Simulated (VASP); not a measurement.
Calculation: TPSS meta-GGA, VASP's PBE PAW potentials (set 64) (plane waves; VASP).

VASP ran on this input.

### POSCAR
```
Cl atom
26.0
  0.4615384615   0.0000000000   0.0000000000
  0.0000000000   0.4807692308   0.0000000000
  0.0000000000   0.0000000000   0.5000000000
Cl
1
Cart
  0.0000000000   0.0000000000   0.0000000000
```

**KPOINTS**
```
Automatic mesh
0
Gamma
1 1 1
0 0 0
```

INCAR:
```
SYSTEM = Cl atom
PREC = Normal; ENCUT = 520; LREAL = .False.
LASPH = .True.; ISYM = 0
EDIFF = 1E-6; NELM = 200; ALGO = All
LMIXTAU = .True.
ISMEAR = 0; SIGMA = 0.01
METAGGA = TPSS
ISPIN = 2; MAGMOM = 1; NUPDOWN = 1
LWAVE = .False.; LCHARG = .False.; LORBIT = 10
```

POTCAR, in this order: Cl (PBE.64 set). Program: vasp_gam. Read from the step before: WAVECAR.

Output

OSZICAR:
```
       N       E                     dE             d eps       ncg     rms           ort
SDA:   1    -0.582250642411E+01   -0.58225E+01    0.00000E+00     8   0.332E-01   0.000E+00
CGA:   2    -0.583577616763E+01   -0.13270E-01   -0.13280E-01     8   0.148E-01  -0.481E-04
CGA:   3    -0.583948530123E+01   -0.37091E-02   -0.37091E-02     8   0.136E-01   0.767E-05
SDA:   4    -0.592476432888E+01   -0.85279E-01   -0.85745E-01     8   0.660E+00   0.203E-02
CGA:   5    -0.600314789172E+01   -0.78384E-01   -0.13043E+00     8   0.817E-01   0.933E-01
CGA:   6    -0.605228389714E+01   -0.49136E-01   -0.49116E-01     8   0.340E-01   0.869E-04
CGA:   7    -0.606087555729E+01   -0.85917E-02   -0.85912E-02     8   0.103E-01  -0.882E-05
CGA:   8    -0.606382149465E+01   -0.29459E-02   -0.29459E-02     8   0.312E-02   0.549E-05
CGA:   9    -0.606483729967E+01   -0.10158E-02   -0.10157E-02     8   0.107E-02   0.465E-05
CGA:  10    -0.606516572787E+01   -0.32843E-03   -0.32841E-03     8   0.309E-03  -0.309E-05
CGA:  11    -0.606527946169E+01   -0.11373E-03   -0.11361E-03     8   0.879E-04   0.217E-05
CGA:  12    -0.606531444639E+01   -0.34985E-04   -0.35179E-04     8   0.270E-04  -0.239E-05
CGA:  13    -0.606532310963E+01   -0.86632E-05   -0.86723E-05     8   0.689E-05  -0.158E-05
CGA:  14    -0.606532528285E+01   -0.21732E-05   -0.21712E-05     8   0.137E-05   0.246E-06
CGA:  15    -0.606532583614E+01   -0.55329E-06   -0.55246E-06     8   0.406E-06   0.193E-07
   1 F= -.60653258E+01 E0= -.60653258E+01  d E =-.497291E-13  mag=     1.0000
```

File OUTCAR:
```
------------------------ aborting loop because EDIFF is reached ----------------------------------------
  FORCE on cell =-STRESS in cart. coord.  units (eV):
  Direction    XX          YY          ZZ          XY          YZ          ZX
  --------------------------------------------------------------------------------------
  Total       -0.0113296     -0.0127819     -0.0125984     -0.0003232     -0.0007904      0.0003574
  in kB       -0.0093087     -0.0105020     -0.0103513     -0.0002656     -0.0006494      0.0002937
  external PRESSURE =      -0.0100540 kB  Pullay stress =       0.0000000 kB
  volume of cell :     1950.00
      direct lattice vectors                 reciprocal lattice vectors
    12.000000000  0.000000000  0.000000000     0.083333333  0.000000000  0.000000000
     0.000000000 12.500000000  0.000000000     0.000000000  0.080000000  0.000000000
     0.000000000  0.000000000 13.000000000     0.000000000  0.000000000  0.076923077
 POSITION                                       TOTAL-FORCE (eV/Angst)
 -----------------------------------------------------------------------------------
      0.00000      0.00000      0.00000         0.000000      0.000000     -0.000000
 -----------------------------------------------------------------------------------
    total drift:                                0.000000      0.000000     -0.000000
  FREE ENERGIE OF THE ION-ELECTRON SYSTEM (eV)
  ---------------------------------------------------
  free  energy   TOTEN  =        -6.0653258361 eV

  energy  without entropy=       -6.0653258361  energy(sigma->0) =       -6.06532584

 total charge

# of ion       s       p       d       tot
------------------------------------------
    1        1.604   3.283   0.000   4.886

 magnetization (x)

# of ion       s       p       d       tot
------------------------------------------
    1        0.008   0.690   0.000   0.698
```
(Selected blocks of OUTCAR.)

The atom may not be in its lowest state.

The cell is a free atom in a box.
